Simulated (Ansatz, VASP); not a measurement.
# Cross-check of BaSO between VASP and Ansatz

One calculation is typed for both programs; each brings its own data sets. How far apart do they land? The cell is taken from a series of runs on this material, whose earlier steps may have relaxed, scaled, displaced or heated it; both programs get it as it stands.

Method: plane waves, with VASP 6.6.1 beside it; relaxation of cell and atoms at LDA, in Ansatz 0.2.0.

The structure was built from a prototype and need not be the compound's stable phase.

## Step 1: Starting point

It takes space group I4mm (No. 107, tetragonal). The conventional cell has a = 4.186 Å, b = 4.186 Å, c = 7.464 Å, α = 90.00°, β = 90.00°, γ = 90.00°. Nearest to Ba lie 5 O at 2.92 to 3.07 Å and 5 S at 2.92 to 3.07 Å. Nearest to S lie 1 O at 1.63 Å. Nearest to O lie 1 S at 1.63 Å and 5 Ba at 2.92 to 3.07 Å. As first built, before any earlier steps moved the atoms (in the runner's words): half of the O replaced by S in the I4/mmm structure of BaO2. Farther neighbours and most contacts between anions are not listed.

As a file:

```cif
data_structure
_symmetry_space_group_name_H-M 'I4mm'
_symmetry_Int_Tables_number 107
_cell_length_a 4.1861
_cell_length_b 4.1861
_cell_length_c 7.4643
_cell_angle_alpha 90.000
_cell_angle_beta 90.000
_cell_angle_gamma 90.000
_cell_volume 130.80
loop_
_atom_site_label
_atom_site_type_symbol
_atom_site_symmetry_multiplicity
_atom_site_Wyckoff_symbol
_atom_site_fract_x
_atom_site_fract_y
_atom_site_fract_z
_atom_site_occupancy
Ba1 Ba 2 a 0.00000 0.00000 0.00000 1
S1 S 2 a 0.50000 0.50000 0.10930 1
O1 O 2 a 0.00000 0.00000 0.39070 1
```

## Step 2: Ansatz: relaxation of cell and atoms, LDA

Ansatz runs on its default PAW (the set named soft_2) files.

The relaxed volume is the usual yardstick between codes: in a stiff, nearly cubic crystal its relative difference is about their pressure difference at one cell divided by the bulk modulus.

File input.yaml:

```yaml
crystal:
  lattice:
    - [-2.09307112, 2.09307112, 3.73213697]
    - [2.09307112, -2.09307112, 3.73213697]
    - [2.09307112, 2.09307112, -3.73213697]
  atoms:
    - { symbol: Ba, position: [0.0, 0.0, 0.0] }
    - { symbol: S, position: [0.6093, 0.6093, 0.0] }
    - { symbol: O, position: [0.3907, 0.3907, 0.0] }
kpoints:
  mp_grid: { grid: [8, 8, 8] }
scf:
  occupations: { method: fermi_dirac, width: 0.05 }
hamiltonian:
  xc: lda
output:
  forces: true
  stress: true
  write_density: true
  write_potential: true
  elf: true
  volumetric_format: npy
relax:
  f_tol: 0.02
  max_steps: 50
  cell: {}
```

Started as:

```bash
ansatz run input.yaml --threads 1 --pin off --max-ram 4096MiB --backend cpu --events-out ev --progress --plain --runs-dir out
```

Numbers of over 12 decimals in the logs are rounded to 6 here.

The program printed:

```text
Engine: ansatz 0.2.0, x86_64-unknown-linux-gnu
Pseudopotentials: kind: paw
Pseudopotential: Ba, paw, valence charge 10, recommended cutoff 420 eV (normal), Ba.paw.azcp
Pseudopotential: S, paw, valence charge 6, recommended cutoff 420 eV (normal), S.paw.azcp
Pseudopotential: O, paw, valence charge 6, recommended cutoff 420 eV (normal), O.paw.azcp
Functional definition: SPW92
  exchange = slater_x
  correlation = pw_c
Crystal: 3 atoms, lattice volume = 65.401 Å³
Basis set: ecut = 420 eV, 1257 PW (Γ)
Bands: 15, of which v1, the nominal top of the filled ones, is band 11 counted from 1 (10 counted from 0)
Symmetry: 8 space group operations
Space group: I4mm (ITA 107), of the structure as read, at distance tolerance 4.0e-5 Å
k-points: 59 of 512 (time reversal used)
Non-local potential: Ba, projectors of the file, l = 0: 3, l = 1: 2, l = 2: 2, l = 3: 2
Non-local potential: S, projectors of the file, l = 0: 2, l = 1: 2, l = 2: 2
Non-local potential: O, projectors of the file, l = 0: 2, l = 1: 2, l = 2: 1
PAW form: soft (Blöchl's): semilocal exchange-correlation on the pseudo side does not see the compensation charge
PAW frozen core: Ba, regenerated for the run's functional, and the local potential with it (the file was generated under x = pbe(κ = 0.804, μ = 0.219515), c = pbe(β = 0.066725))
PAW frozen core: S, regenerated for the run's functional, and the local potential with it (the file was generated under x = pbe(κ = 0.804, μ = 0.219515), c = pbe(β = 0.066725))
PAW frozen core: O, regenerated for the run's functional, and the local potential with it (the file was generated under x = pbe(κ = 0.804, μ = 0.219515), c = pbe(β = 0.066725))
PAW one-centre angular grid: Ba, 194 points (default); XC on 64 Gauss nodes
PAW one-centre angular grid: S, 110 points (default); XC on 64 Gauss nodes
PAW one-centre angular grid: O, 110 points (default); XC on 64 Gauss nodes
Initial density: superposition of atomic densities (neutral atoms: chi_scale 0, normalization atom), corrected by the library's trained network
Initial wavefunctions: pseudopotential atomic-orbital guess
Functional: x = slater, c = lda
SCF iter   1: F=—  HF=-7206.931962 eV  |F-HF|=—  |Δ(HF+E_count)|=         —  Δρ=1.02e-2  dr2=7.42e-2  ethr=1.77e-3  ⟨swp⟩=8.0  Hψ=6601  notcnv=0
preconditioner: auto → none  [insulator: Δε(μ)=0.531 eV  Ē_g=12.330 eV  σ=0.050 eV  W_gap=0.99  n_scr=14 (ndim 8)  ℏωp=20.5 eV  f_vac=0.004  D(μ)=0.00/eV (n_scr^D=0)  ε∞_Penn≈3.8]
SCF iter   2: F=—  HF=-7206.914140 eV  |F-HF|=—  |Δ(HF+E_count)|=   1.78e-2  Δρ=2.61e-3  dr2=2.86e-3  ethr=3.37e-4  ⟨swp⟩=3.0  Hψ=1941  notcnv=0
SCF iter   3: F=—  HF=-7206.913733 eV  |F-HF|=—  |Δ(HF+E_count)|=   4.06e-4  Δρ=9.82e-4  dr2=3.92e-4  ethr=1.30e-5  ⟨swp⟩=1.7  Hψ=1127  notcnv=0
SCF iter   4: F=—  HF=-7206.913701 eV  |F-HF|=—  |Δ(HF+E_count)|=   3.25e-5  Δρ=1.39e-4  dr2=1.18e-5  ethr=1.78e-6  ⟨swp⟩=2.0  Hψ=1332  notcnv=0
SCF iter   5: F=—  HF=-7206.913700 eV  |F-HF|=—  |Δ(HF+E_count)|=   8.38e-7  Δρ=3.22e-5  dr2=2.66e-7  ethr=5.36e-8  ⟨swp⟩=2.1  Hψ=1317  notcnv=0
SCF iter   6: F=-7206.913700 eV  HF=-7206.913700 eV  |F-HF|=1.98e-9  |Δ(HF+E_count)|=   2.48e-8  Δρ=4.12e-6  dr2=7.44e-9  ethr=4.55e-10  ⟨swp⟩=8.6  Hψ=5680  notcnv=0
SCF 1 converged in 6 iterations: F = -7206.913700 eV  dr2 = 7.44e-9
  greatest PAW one-centre occupation: 0.955 electrons in one spin orbital (limit 2), on the Ba atom at site 0 (counted from 0), in its partial waves of l = 0
relax step   1: F+E_penalty+E_count = -7206.91369998 eV  Δ(F+E_penalty+E_count) = +0.000e0 eV  max|allowed force component| = 8.850e-1 eV/Å  Δτ_max = 0.0000 Å  P = -1.445 GPa  Ω = 65.401 Å³  (6 SCF iters, dr2 threshold 1.00e-7 eV, accepted)
[...]
relax step   8: F+E_penalty+E_count = -7206.99579844 eV  Δ(F+E_penalty+E_count) = +3.625e-4 eV  max|allowed force component| = 2.008e-3 eV/Å  Δτ_max = 0.0000 Å  P = -0.018 GPa  Ω = 63.926 Å³  stress off target by 1.43e-1 GPa  SCF on the basis re-selected at this cell (its energy is not comparable with the rows above)  (6 SCF iters)
[...]
relax step   9: F+E_penalty+E_count = -7206.99578734 eV  Δ(F+E_penalty+E_count) = +1.110e-5 eV  max|allowed force component| = 6.899e-3 eV/Å  Δτ_max = 0.0012 Å  P = -0.005 GPa  Ω = 63.934 Å³  energy of the carried Pulay correction = -5.514e-5 eV  (6 SCF iters, accepted)
[...]
relax step  10: F+E_penalty+E_count = -7206.99583708 eV  Δ(F+E_penalty+E_count) = -4.974e-5 eV  max|allowed force component| = 6.859e-3 eV/Å  Δτ_max = 0.0000 Å  P = -0.004 GPa  Ω = 63.934 Å³  stress off target by 9.81e-3 GPa  SCF on the basis re-selected at this cell (its energy is not comparable with the rows above)  (8 SCF iters)
basis re-selected at this cell: Δ(F+E_penalty+E_count) = -4.974e-5 eV, ΔP = +0.001 GPa vs the last step (what re-selecting the basis moved, of the pressure what is left beyond the Pulay correction that the steps carried, after the strain that the cell walked since its last selection, with what the two solves' SCF thresholds leave and, on support functions, any second-order correction that the steps lacked; it is no m [...]
SCF converged after 8 iterations
Free energy (F): -7206.995837 eV
Harris-Foulkes:  -7206.995837 eV  (|F-HF|=4.55e-12)
Internal energy: -7206.995830 eV  (E = F + TS)
E sigma→0 (E₀):  -7206.995834 eV
Entropy (-TS):   -0.000007 eV (-0.002 meV/atom)
Fermi energy:    8.507368 eV
--- Per-component energies (eV) ---
  E_band       = -45.025975
  E_kinetic    = 454.050460
  E_local      = -779.739846  (includes V_loc(G=0)·N_el)
  E_nonlocal   = 139.606752
  E_hartree    = 270.552442
  E_xc         = -337.582053
  E_vxc        = -319.365531  (∫ρ·V_xc dr)
  E_paw        = -5773.430542  (= ΣΔE_a)
  E_vpaw       = -80.685144  (= ΣTr[D̂ρ^β])
  E_aug_tail   = 0.002449  (compensation charges beyond the density's cutoff)
  E_ewald      = -1180.988128
  E_core_change = 0.532635  (= ΣΔE_core)
  E_smearing   = -0.000007  (= −TS)
  E_closure    = 0.000000  (closes the sum)
  Σ components = -7206.995837   (vs F -7206.995837, Δ=0.00e0)
--- Forces (eV/Å), atoms counted from 1 ---
  atom   1  Ba     0.00000000     0.00000000     0.00229833
  atom   2  S     -0.00000000    -0.00000000    -0.00685897
  atom   3  O      0.00000000     0.00000000     0.00455943
  max |Σ_I F_I| component: 1.21e-6 eV/Å
--- Stress (GPa, compression-positive) ---
       -0.000951      -0.000000       0.000000
       -0.000000      -0.000951       0.000000
        0.000000       0.000000      -0.009809
  P = ⅓ Tr σ = -0.0039 GPa (-0.039 kbar)
--- Band table (eV; the first three rows and the last of 59) ---
  k-point 0: bands = [... 7 lower, 3.9719, 3.9719, 6.6499, 6.6499, 9.9171, 10.1148, 12.0894, 12.5962]
  k-point 1: bands = [... 7 lower, 3.5609, 3.9593, 6.4498, 6.7186, 10.5136, 10.5923, 12.4620, 13.0879]
  k-point 2: bands = [... 7 lower, 3.1676, 3.9598, 6.0696, 7.2208, 10.9638, 11.9864, 12.6639, 13.5197]
  k-point 58: bands = [... 7 lower, 3.9187, 3.9187, 8.1380, 8.1380, 8.8242, 10.1567, 12.7562, 14.0896]
--- Relaxed structure (8 steps of the walk, 8 accepted, 2 SCFs on fresh bases) ---
  F+E_penalty+E_count = -7206.99583708 eV   max|allowed force component| = 6.859e-3 eV/Å   (the final SCF, on the basis selected at the relaxed cell)
  cell:  # Å, volume = 63.9344 Å³
    - [-2.113706, 2.113706, 3.577546]
    - [2.113706, -2.113706, 3.577546]
    - [2.113706, 2.113706, -3.577546]
  atoms:
    - { symbol: Ba, position: [0.022425, 0.022425, 0] }
    - { symbol: S, position: [0.604499, 0.604499, 0] }
    - { symbol: O, position: [0.373076, 0.373076, 0] }
```

In the SCF lines HF is the Harris–Foulkes energy and dr2 the Hartree energy of the density residual, in eV; the loop may stop once dr2 is under the threshold and the program's other checks hold. Hψ counts applications of the Hamiltonian.

## Step 3: VASP: relaxation of cell and atoms, LDA

The same cell, functional (in two slightly different forms), mesh and smearing now go to VASP, with its own data sets.

Lines of VASP's logs that name or quote its potential files are left out, and so is its time.

File INCAR:

```
SYSTEM = BaSO
PREC = Accurate
ENCUT = 600
EDIFF = 1E-07
NELM = 120
ISMEAR = -1
SIGMA = 0.05
LREAL = .FALSE.
ALGO = Normal
GGA = CA
NBANDS = 17
LORBIT = 11
LWAVE = .FALSE.
LCHARG = .FALSE.
ISIF = 3
IBRION = 2
NSW = 80
EDIFFG = -0.005
LASPH = .TRUE.
GGA_COMPAT = .FALSE.
NELMIN = 4
EFERMI = MIDGAP
```

File POSCAR:

```
BaSO
1.0
   -2.0930710000      2.0930710000      3.7321370000
    2.0930710000     -2.0930710000      3.7321370000
    2.0930710000      2.0930710000     -3.7321370000
Ba S O
1 1 1
Direct
    0.0000000000      0.0000000000      0.0000000000
    0.6092999801      0.6092999801      0.0000000000
    0.3907000199      0.3907000199      0.0000000000
```

File KPOINTS:

```
Automatic mesh
0
Gamma
8 8 8
0 0 0
```

PAW data sets: Ba_sv, S and O (LDA family, release 64).

Started as:

```bash
mpirun -np 1 vasp_std
```

The program printed:

```text
[banner, memory and clock lines left out]
running    1 mpi-ranks, on    1 nodes
 distrk:  each k-point on    1 cores,    1 groups
 distr:  one band on    1 cores,    1 groups

 POSCAR found type information on POSCAR BaS O
 POSCAR found :  3 types and       3 ions
 LDA part: xc-table for (Slater(with rela. corr.)+CA(PZ))
 , standard interpolation
 POSCAR, INCAR and KPOINTS ok, starting setup
 FFT: planning ... GRIDC
 FFT: planning ... GRID_SOFT
 FFT: planning ... GRID
 WAVECAR not read
 entering main loop
       N       E                     dE             d eps       ncg     rms          rms(c)
DAV:   1     0.131772974154E+03    0.13177E+03   -0.11778E+04  2006   0.132E+03
DAV:   2    -0.114916153292E+02   -0.14326E+03   -0.13958E+03  2729   0.236E+02
DAV:   3    -0.188539370487E+02   -0.73623E+01   -0.73397E+01  2683   0.580E+01
DAV:   4    -0.189664555310E+02   -0.11252E+00   -0.11247E+00  2974   0.644E+00
DAV:   5    -0.189677558945E+02   -0.13004E-02   -0.13003E-02  2815   0.568E-01    0.142E+01
DAV:   6    -0.177251267844E+02    0.12426E+01   -0.70408E+00  2125   0.200E+01    0.844E+00
DAV:   7    -0.176265630440E+02    0.98564E-01   -0.65977E-01  2611   0.611E+00    0.423E+00
DAV:   8    -0.176040238713E+02    0.22539E-01   -0.16611E-01  2676   0.281E+00    0.910E-01
DAV:   9    -0.175999412486E+02    0.40826E-02   -0.20744E-02  2609   0.109E+00    0.233E-01
DAV:  10    -0.175999374910E+02    0.37576E-05   -0.42611E-03  2265   0.403E-01    0.684E-02
DAV:  11    -0.175999753473E+02   -0.37856E-04   -0.17417E-04  2692   0.910E-02    0.655E-02
DAV:  12    -0.175999857548E+02   -0.10408E-04   -0.61218E-05  2647   0.602E-02    0.958E-03
DAV:  13    -0.175999867890E+02   -0.10341E-05   -0.11064E-05  2722   0.225E-02    0.342E-03
DAV:  14    -0.175999868763E+02   -0.87299E-07   -0.76767E-07  2432   0.636E-03
   1 F= -.17599987E+02 E0= -.17599978E+02  d E =-.176000E+02
[... from here on, the cycles between the ionic steps are left out ...]
   2 F= -.17590035E+02 E0= -.17590034E+02  d E =0.995160E-02
   3 F= -.17615385E+02 E0= -.17615382E+02  d E =-.153985E-01
  19 F= -.17665871E+02 E0= -.17665865E+02  d E =-.123310E-01
  20 F= -.17665873E+02 E0= -.17665866E+02  d E =-.123326E-01
  21 F= -.17665885E+02 E0= -.17665878E+02  d E =-.119040E-04
  22 F= -.17665918E+02 E0= -.17665911E+02  d E =-.449419E-04
  23 F= -.17665972E+02 E0= -.17665966E+02  d E =-.990446E-04
  24 F= -.17666033E+02 E0= -.17666026E+02  d E =-.159890E-03
  25 F= -.17665969E+02 E0= -.17665963E+02  d E =-.962564E-04
  26 F= -.17666040E+02 E0= -.17666034E+02  d E =-.166929E-03
  27 F= -.17666053E+02 E0= -.17666047E+02  d E =-.133275E-04
  28 F= -.17666053E+02 E0= -.17666047E+02  d E =-.137037E-04
  29 F= -.17666068E+02 E0= -.17666062E+02  d E =-.145388E-04
  30 F= -.17666071E+02 E0= -.17666064E+02  d E =-.170869E-04
 curvature:  -0.96 expect dE=-0.427E-05 dE for cont linesearch -0.276E-07
 ZBRENT: interpolating
 opt :   1.1114  next Energy=   -17.666071 (dE=-0.171E-04)
 bond charge predicted
       N       E                     dE             d eps       ncg     rms          rms(c)
DAV:   1    -0.176660707514E+02   -0.20239E-06   -0.14031E-05  2012   0.275E-02    0.295E-03
DAV:   2    -0.176660706137E+02    0.13769E-06   -0.55603E-07  2607   0.576E-03    0.116E-03
DAV:   3    -0.176660705778E+02    0.35946E-07   -0.59692E-08  1026   0.182E-03    0.492E-04
DAV:   4    -0.176660705711E+02    0.66891E-08   -0.27654E-08  1015   0.111E-03
  31 F= -.17666071E+02 E0= -.17666064E+02  d E =-.171285E-04
 curvature:  -0.88 expect dE=-0.273E-05 dE for cont linesearch -0.769E-08
 trial: gam= 0.30266 g(F)=  0.162E-05 g(S)=  0.149E-05 ort =-0.667E-06 (trialstep = 0.758E+00)
 search vector abs. value=  0.736E-05
 reached required accuracy - stopping structural energy minimisation
```

From OUTCAR (step 3):

```text
ion  position               nearest neighbor table
   1  0.000  0.000  0.000-   2 2.92   3 2.92   2 3.07   3 3.07   2 3.07   2 3.07   2 3.07   3 3.07
                             3 3.07   3 3.07
   2  0.609  0.609  0.000-   3 1.63   1 2.92   1 3.07   1 3.07   1 3.07   1 3.07
   3  0.391  0.391  0.000-   2 1.63   1 2.92   1 3.07   1 3.07   1 3.07   1 3.07

  LATTYP: Found a body centered tetragonal cell.
 ALAT       =     4.1861420000
 C/A-ratio  =     1.7830914479

 Subroutine GETGRP returns: Found  8 space group operations
 (whereof  8 operations were pure point group operations)

The static configuration has the point symmetry C_4v.

 Found     59 irreducible k-points:

   k-points           NKPTS =     59   k-points in BZ     NKDIM =     59   number of bands    NBANDS=     17

   dimension x,y,z NGX =    40 NGY =   40 NGZ =   40
   dimension x,y,z NGXF=    80 NGYF=   80 NGZF=   80

   ENCUT  =  600.0 eV  44.10 Ry    6.64 a.u.   9.51  9.51  9.51*2*pi/ulx,y,z

   NELECT =      22.0000    total number of electrons

 k-points in reciprocal lattice and weights: Automatic mesh
   0.00000000  0.00000000  0.00000000       0.002
   0.12500000  0.00000000  0.00000000       0.016
   0.25000000  0.00000000  0.00000000       0.016
   0.37500000  0.00000000  0.00000000       0.016
   0.50000000  0.00000000  0.00000000       0.008
   0.12500000  0.12500000  0.00000000       0.016
   0.25000000  0.12500000  0.00000000       0.031
   0.37500000  0.12500000  0.00000000       0.031
   0.50000000  0.12500000  0.00000000       0.031
[...]
-0.37500000 -0.37500000  0.37500000       0.004
   0.50000000  0.50000000  0.50000000       0.002

 average (electrostatic) potential at core
       1 -35.2147       2 -89.0269       3 -73.2026

 E-fermi :   3.5984

 k-point     1 :       0.0000    0.0000    0.0000
  band No.  band energies     occupation
    ...
      7      -3.0679      2.00000
      8      -0.8771      2.00000
      9      -0.8771      2.00000
     10       1.7994      2.00000
     11       1.7994      2.00000
     12       4.9277      0.00000
     13       5.1740      0.00000
     14       7.0995      0.00000
     15       7.6395      0.00000
     16       9.3309      0.00000
    ...

 k-point     2 :       0.1250    0.0000    0.0000
  band No.  band energies     occupation
    ...
      7      -2.8848      2.00000
      8      -1.0326      2.00000
      9      -0.9998      2.00000
     10       1.7498      2.00000
     11       1.8688      2.00000
     12       5.1876      0.00000
     13       5.4612      0.00000
     14       7.4299      0.00000
     15       7.6037      0.00000
     16       8.8400      0.00000
    ...

 k-point     3 :       0.2500    0.0000    0.0000
  band No.  band energies     occupation
    ...
      7      -2.4513      2.00000
      8      -1.3928      2.00000
      9      -1.2850      2.00000
     10       1.7826      2.00000
     11       2.0825      2.00000
     12       5.6514      0.00000
     13       5.9562      0.00000
     14       7.6285      0.00000
     15       8.0447      0.00000
     16       8.4998      0.00000
    ...

  Total       -0.0023809     -0.0023809     -0.0090181      0.0000000     -0.0000000      0.0000000
  in kB       -0.0584703     -0.0584703     -0.2214646      0.0000000     -0.0000000      0.0000000
  external PRESSURE =      -0.1128017 kB  Pullay stress =       0.0000000 kB

  energy-cutoff  :      600.00
  volume of cell :       65.24
      direct lattice vectors                 reciprocal lattice vectors
    -2.124164701  2.124164701  3.614809471     0.000000000  0.235386644  0.138319877
     2.124164701 -2.124164701  3.614809471     0.235386644  0.000000000  0.138319877
     2.124164701  2.124164701 -3.614809471     0.235386644  0.235386644  0.000000000

 POSITION                                       TOTAL-FORCE (eV/Angst)
 -----------------------------------------------------------------------------------
      0.00000      0.00000      0.15726        -0.000000     -0.000000      0.002847
      0.00000      0.00000      4.36290         0.000000      0.000000     -0.004689
      0.00000      0.00000      2.70946         0.000000      0.000000      0.001842
 -----------------------------------------------------------------------------------
    total drift:                               -0.000001     -0.000001     -0.000039

  FREE ENERGIE OF THE ION-ELECTRON SYSTEM (eV)
  ---------------------------------------------------
  free  energy   TOTEN  =       -17.6660705711 eV

  energy  without entropy=      -17.6660583762  energy(sigma->0) =      -17.66606447

 reached required accuracy - stopping structural energy minimisation

 total charge
# of ion       s       p       d       tot
------------------------------------------
    1        2.000   5.593   0.340   7.932
    2        1.330   2.380   0.000   3.710
    3        1.557   3.415   0.000   4.972
--------------------------------------------------
tot          4.886  11.388   0.340  16.614

[... 3 further parts left out ...]
```

CONTCAR:

```
BaSO
   1.00000000000000
    -2.1241647009480022    2.1241647009480022    3.6148094707474345
     2.1241647009480022   -2.1241647009480022    3.6148094707474345
     2.1241647009480022    2.1241647009480022   -3.6148094707474345
  Ba              S               O
     1     1     1
Direct
     0.0217519289124887    0.0217519289124887    0.0000000000000000
     0.6034754287140829    0.6034754287140829    0.0000000000000000
     0.3747726423734284    0.3747726423734284    0.0000000000000000
```

## Step 4: Comparison

Known differences besides the potentials themselves: the two LDA forms differ slightly; the cutoff is 420 eV in Ansatz and 600 eV in VASP; VASP's log shows a relativistic correction to its local exchange, Ansatz's none; Ansatz adds a Pulay correction to the stress that steers its cell, VASP none. Total energies have different zeros and are not compared.

Both answers:

```csv
quantity,Ansatz,VASP,difference
volume (Å³),63.93,65.24,-2.00 %
"edge a after relaxation, in the typed setting (Å)",4.662,4.700,-0.81 %
```

## Step 5: Outcome

```json
{"difference in volume (relaxation of cell and atoms, LDA)": "-2.0 %"}
```

What this shows: The difference in volume is -2.0 % (relaxation of cell and atoms, LDA), beyond the 1.2 % picked in this series as the mark of a large difference, as far as the stopping tolerances let one tell. What causes the difference of the relaxation of cell and atoms, LDA pair stays open here. Such differences can come from data sets, numerical settings and the points named under the comparisons, not from the functional's error against experiment.

[Lines on the potential files, build, host, timing and source positions are cut from VASP's logs without a mark.]

[Logs are printed without paths, hosts, clocks, repeated set-up lines and the standing remarks that a program may print on its own settings, such as how far it seeks lower states.]

[Hosts, paths, dates, database ids (printed as entryN), source tags and the programs' standing remarks are cut or masked in the printed files.]
